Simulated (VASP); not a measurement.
Input for VASP

**KPOINTS**
```
K-points
0
gamma
10 10 10
```

**INCAR**
```
# general
SYSTEM    =  Ge
PREC      =  Accurate
ENCUT     =  520
LREAL     =  F   # projection in real space or not
LASPH     =  T

# electronic loop
EDIFF     =  1E-6
NELM      =  100   # most electronic steps
ALGO      =  Normal
LMAXMIX   =  4

# smearing
ISMEAR    =  1   # Methfessel-Paxton
SIGMA     =  0.1   # width (eV)

# functional
GGA       =  ML
LUSE_VDW  =  T
AGGAC     =  0.0
ZAB_VDW   =  -1.8867

# ions
IBRION    =  2   # conjugate gradients
NSW       =  60   # most ionic steps
ISIF      =  3   # ions, shape and volume
EDIFFG    =  -0.01

# output
LWAVE     =  F
LCHARG    =  F
```

**POSCAR**
```
Ge
1.0
  0.0000000000   2.9756410057   2.9756410057
  2.9756410057   0.0000000000   2.9756410057
  2.9756410057   2.9756410057   0.0000000000
Ge
2
Cart
  2.9756410057   0.0000000000   2.9756410057
  1.4878205029   1.4878205029   1.4878205029
```

POTCAR, in this order: Ge_d (PBE.64 set). Program: vasp_std.

Write an equivalent input for Quantum ESPRESSO's pw.x.

One equivalent input (not run):
```
&CONTROL
  calculation = 'vc-relax'
  pseudo_dir = './pseudo'
  outdir = './out'
  tprnfor = .true.
  tstress = .true.
  nstep = 60
  forc_conv_thr = 0.00039
/
&SYSTEM
  ibrav = 0
  nat = 2
  ntyp = 1
  ecutwfc = 78
  occupations = 'smearing'
  smearing = 'methfessel-paxton'
  degauss = 0.00735
  input_dft = 'vdw-df2'
/
&ELECTRONS
  conv_thr = 7.3e-08
  electron_maxstep = 100
/
&IONS
/
&CELL
/
ATOMIC_SPECIES
  Ge 72.630 Ge.upf
CELL_PARAMETERS angstrom
     0.0000000    2.9756410    2.9756410
     2.9756410    0.0000000    2.9756410
     2.9756410    2.9756410   -0.0000000
ATOMIC_POSITIONS crystal
  Ge   0.0000000  1.0000000  0.0000000
  Ge   0.2500000  0.2500000  0.2500000
K_POINTS automatic
  10 10 10 0 0 0
```
Limits of the translation: the potentials are each code's own (VASP's PAW set, PseudoDojo norm-conserving files in pw.x), so ENCUT and ecutwfc are chosen apart and not converted; conv_thr bounds pw.x's estimated SCF error, while EDIFF bounds the energy change between steps; forc_conv_thr acts on force components and is met together with etot_conv_thr.

The compound is Ge in the diamond structure. This run relaxes it. Symmetry was kept, so distortions that lower it aren't found. The start is the result of an earlier pass.
